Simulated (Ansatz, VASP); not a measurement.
## One calculation of InGe2O2, two programs

```xyz
10
Lattice="4.7006 0.0000 0.0000 0.0000 4.7006 0.0000 0.0000 0.0000 8.5707" Properties=species:S:1:pos:R:3 pbc="T T T"
In    0.0000    0.0000    4.2853
In    2.3503    2.3503    4.2853
Ge    0.0000    0.0000    0.0000
Ge    2.3503    2.3503    0.0000
Ge    0.0000    2.3503    0.0000
Ge    2.3503    0.0000    0.0000
O     1.3393    3.6896    0.0000
O     3.3613    1.0110    0.0000
O     3.6896    3.3613    0.0000
O     1.0110    1.3393    0.0000
```

Alike in both runs: task single point; functional PBE; k mesh 4 × 4 × 2; occupations gaussian, width 0.1 eV; no spin polarisation.

|  | VASP | Ansatz |
| --- | --- | --- |
| version | VASP 6.6.1 | Ansatz 0.2.0 |
| potentials or method | VASP PAW PBE potentials, release 64 (In_d, Ge_d, O) | scalar-relativistic, plane waves, PAW |
| plane-wave cutoff (eV) | 520 | 420 |
| valence electrons in the cell | 106 | 106 |

Ansatz gave:

```
gap on the k mesh at the Fermi level (eV) : none
rms of the force components (eV/Å)        : 7.293
```

Question: Estimate VASP's values.

Answer: gap on the k mesh at the Fermi level (eV): none; rms of the force components (eV/Å): 6.649.

Atom by atom the forces differ by 0.644 eV/Å (rms over components). A gap of «none» marks a metal or a gap that the smearing closes. The functional is the same, so the differences come from potentials, cutoffs and numerics.

Caveats: the k mesh is coarse (spacing up to 0.37 Å⁻¹), so the values aren't converged; forces of over 1 eV/Å show positions far from the minimum, so gaps and moduli don't describe the material at rest.
